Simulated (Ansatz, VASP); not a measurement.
This is a calculation of LuBe for VASP 6.6.1.

Contents of INCAR:

```
PREC = Accurate
ENCUT = 600
EDIFF = 1E-6
ISMEAR = -1
SIGMA = 0.05
LREAL = False
LASPH = True
NELM = 60
ALGO = Normal
ISIF = 3
LWAVE = False
LCHARG = False
GGA = RE
IBRION = 2
NSW = 40
EDIFFG = -0.01
```

KPOINTS

```
regular mesh
0
Gamma
  8 8 8
```

POSCAR

```
LuBe
1.0
    3.3203700000      0.0000000000      0.0000000000
    0.0000000000      3.3203700000      0.0000000000
    0.0000000000      0.0000000000      3.3203700000
Lu Be
1 1
Direct
    0.0000000000      0.0000000000      0.0000000000
    0.5000000000      0.5000000000      0.5000000000
```

Potentials or basis: VASP PAW PBE potentials, release 64 (Lu, Be).

Command:

```bash
$ cat potpaw_PBE.64/Lu/POTCAR potpaw_PBE.64/Be/POTCAR > POTCAR
$ mpirun -np 1 vasp_std > vasp.out
```

Translate it to Ansatz 0.2.0. Potentials there: Ansatz PAW.

As run (the cutoff follows the program's own potentials):

Contents of input.yaml:

```yaml
crystal:
  lattice:
    - [3.32037, 0.0, 0.0]
    - [0.0, 3.32037, 0.0]
    - [0.0, 0.0, 3.32037]
  atoms:
    - { symbol: Lu, position: [0.0, 0.0, 0.0] }
    - { symbol: Be, position: [0.5, 0.5, 0.5] }
hamiltonian:
  xc: revpbe
  pseudopotentials: { kind: paw }
kpoints:
  mp_grid: { grid: [8, 8, 8] }
scf:
  occupations: { method: fermi_dirac, width: 0.05 }
output:
  forces: true
  stress: true
  eigenvalues: true
relax:
  f_tol: 0.01
  max_steps: 40
  cell: { stress_tol: 0.05 }
```

Potentials or basis: Ansatz PAW.

Command:

```bash
$ ansatz run input.yaml --threads 2 --pin off --max-ram 5632MiB --backend cpu --events-out ev --progress --plain --runs-dir out
```

Both were run:

|  | VASP | Ansatz | Ansatz less VASP |
| --- | --- | --- | --- |
| gap on the k mesh at the Fermi level, each at its own relaxed structure (eV) | none | none | - |
| relaxed volume (Å³/atom) | 18.83 | 18.77 | -0.054 |
| relaxed cell length with the largest relative difference (Å) | 3.352 | 3.349 | -0.0032 |
| energy change over the relaxation (meV/atom) | -3 | -3 | +0.6 |

A gap of «none» marks a metal or a gap that the smearing closes.

Caveats: the PAW data sets were made with another functional, which shifts forces and pressure a little (VASP); the plane-wave basis is chosen anew once the cell has moved, so the energies of steps on either side of that aren't comparable (Ansatz); the PAW data sets come from PBE, with cores solved anew for the run's functional, which leaves a small shift of forces and pressure (Ansatz). The runs have no spin-orbit coupling, so splittings on Lu are missing.
